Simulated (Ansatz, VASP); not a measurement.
## Two plane-wave programs on LaOsN3

The input INCAR:

```
SYSTEM = LaOsN3
PREC = Accurate
ENCUT = 520
EDIFF = 1E-6
ISMEAR = 1
SIGMA = 0.5
LREAL = .FALSE.
LASPH = .TRUE.
NELM = 100
ALGO = Normal
ISIF = 2
LWAVE = .FALSE.
LCHARG = .TRUE.
LELF = .TRUE.
LVHAR = .TRUE.
NBANDS = 25
```

The input KPOINTS:

```
regular mesh
0
G
  7 7 7
  0 0 0
```

The input POSCAR:

```
LaOsN3
1.0
    3.9505550000      0.0000000000      0.0000000000
    0.0000000000      3.9505550000      0.0000000000
    0.0000000000      0.0000000000      3.9505550000
La Os N
1 1 3
Direct
    0.5000000000      0.5000000000      0.5000000000
    0.0000000000      0.0000000000      0.0000000000
    0.5000000000      0.0000000000      0.0000000000
    0.0000000000      0.5000000000      0.0000000000
    0.0000000000      0.0000000000      0.5000000000
```

Input for Ansatz:

```yaml
crystal:
  lattice:
    - [3.950555, 0.0, 0.0]
    - [0.0, 3.950555, 0.0]
    - [0.0, 0.0, 3.950555]
  atoms:
    - { symbol: La, position: [0.5, 0.5, 0.5] }
    - { symbol: Os, position: [0.0, 0.0, 0.0] }
    - { symbol: "N", position: [0.5, 0.0, 0.0] }
    - { symbol: "N", position: [0.0, 0.5, 0.0] }
    - { symbol: "N", position: [0.0, 0.0, 0.5] }
kpoints:
  mp_grid:
    grid: [7, 7, 7]
    shift: [0.0, 0.0, 0.0]
hamiltonian:
  xc: lda
  pseudopotentials:
    kind: paw
scf:
  occupations:
    method: methfessel_paxton
    width: 0.5
output:
  stress: true
```

The cell comes from a database or a generator and needn't be the stable form of this composition.

Alike in both runs: task single point; functional LDA; k mesh 7 × 7 × 7; occupations methfessel-paxton of order 1, width 0.5 eV; no spin polarisation.

|  | VASP | Ansatz |
| --- | --- | --- |
| version | VASP 6.6.1 | Ansatz 0.2.0 |
| potentials or method | VASP PAW LDA potentials, release 64 (La, Os, N) | plane waves, PAW |
| plane-wave cutoff (eV) | 520 | 420 |
| valence electrons in the cell | 34 | 42 |

|  | VASP | Ansatz | Ansatz less VASP |
| --- | --- | --- | --- |
| pressure (GPa) | -11.9 | -14.0 | -2.05 |

The two sets of potentials don't hold the same shells in valence.

The runs have no spin-orbit coupling, so splittings on La, Os are missing.
